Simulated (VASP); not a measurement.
Output of a VASP run:

**OSZICAR**
```
       N       E                     dE             d eps       ncg     rms          rms(c)
DAV:   1     0.777124399275E+02    0.77712E+02   -0.91082E+03   778   0.196E+03
DAV:   2    -0.351097464628E+01   -0.81223E+02   -0.77694E+02   839   0.322E+02
DAV:   3    -0.927239545910E+01   -0.57614E+01   -0.57365E+01   949   0.739E+01
DAV:   4    -0.936604791709E+01   -0.93652E-01   -0.93625E-01   868   0.102E+01
DAV:   5    -0.936862472794E+01   -0.25768E-02   -0.25767E-02   930   0.148E+00    0.439E+00
DAV:   6    -0.911972284312E+01    0.24890E+00   -0.46780E-01  1139   0.133E+01    0.290E+00
DAV:   7    -0.909065808234E+01    0.29065E-01   -0.12426E-01   973   0.269E+00    0.115E+00
DAV:   8    -0.909066173007E+01   -0.36477E-05   -0.15297E-02   879   0.189E+00    0.187E-01
DAV:   9    -0.909101769498E+01   -0.35596E-03   -0.16219E-03   986   0.706E-01    0.850E-02
DAV:  10    -0.909107450229E+01   -0.56807E-04   -0.13063E-04  1108   0.130E-01    0.366E-02
DAV:  11    -0.909114333724E+01   -0.68835E-04   -0.98995E-05   809   0.101E-01    0.590E-03
DAV:  12    -0.909114279759E+01    0.53965E-06   -0.40265E-06   944   0.344E-02
   1 F= -.78614068E+01 E0= -.78614068E+01  d E =-.786141E+01
```

OUTCAR:
```
------------------------ aborting loop because EDIFF is reached ----------------------------------------
  FORCE on cell =-STRESS in cart. coord.  units (eV):
  Direction    XX          YY          ZZ          XY          YZ          ZX
  --------------------------------------------------------------------------------------
  Total        1.2113117      1.2113117      1.2113117      0.0000000     -0.0000000      0.0000000
  in kB       49.2508833     49.2508833     49.2508833      0.0000000     -0.0000000      0.0000000
  external PRESSURE =      -0.7491167 kB  Pullay stress =      50.0000000 kB
  volume of cell :       39.41
      direct lattice vectors                 reciprocal lattice vectors
     0.000000000  2.700893685  2.700893685    -0.185123910  0.185123910  0.185123910
     2.700893685  0.000000000  2.700893685     0.185123910 -0.185123910  0.185123910
     2.700893685  2.700893685  0.000000000     0.185123910  0.185123910 -0.185123910
  FREE ENERGIE OF THE ION-ELECTRON SYSTEM (eV)
  ---------------------------------------------------
  free  energy   TOTEN  =        -9.0911427976 eV

  energy  without entropy=       -9.0911427976  energy(sigma->0) =       -9.09114280
  enthalpy is  TOTEN    =        -7.8614068011 eV   P V=        1.2297359965

 reached required accuracy - stopping structural energy minimisation
```
(Selected blocks of OUTCAR.)

**POSCAR**
```
GaP
1
   -0.0000000000     2.7008936847     2.7008936847
    2.7008936847     0.0000000000     2.7008936847
    2.7008936847     2.7008936847    -0.0000000000
Ga P
1 1
Direct
  0.0000000000   0.0000000000   0.0000000000
  0.2500000000   0.2500000000   0.2500000000
```

**Question.** Write an INCAR and KPOINTS that could have produced this output.

**Answer.** One answer among several that fit: the input of the run itself, PBE GGA, plane waves, VASP's PBE PAW potentials (set 64).

**KPOINTS**
```
Automatic mesh
0
Gamma
8 8 8
0 0 0
```

INCAR:
```
ALGO  =  Normal
EDIFF  =  1E-6
EDIFFG  =  -0.02
ENCUT  =  500
GGA  =  PE
IBRION  =  2
ISIF  =  3
ISMEAR  =  0
LASPH  =  .True.
LCHARG  =  .False.
LMAXMIX  =  4
LREAL  =  .False.
LWAVE  =  .False.
NELM  =  100
NSW  =  40
PREC  =  Accurate
PSTRESS  =  50
SIGMA  =  0.05
SYSTEM  =  GaP
```

POTCAR, in this order: Ga_d P (PBE.64 set). Program: vasp_std.

The compound is GaP in the zinc blende structure. It was relaxed first under an external pressure of 5 GPa.
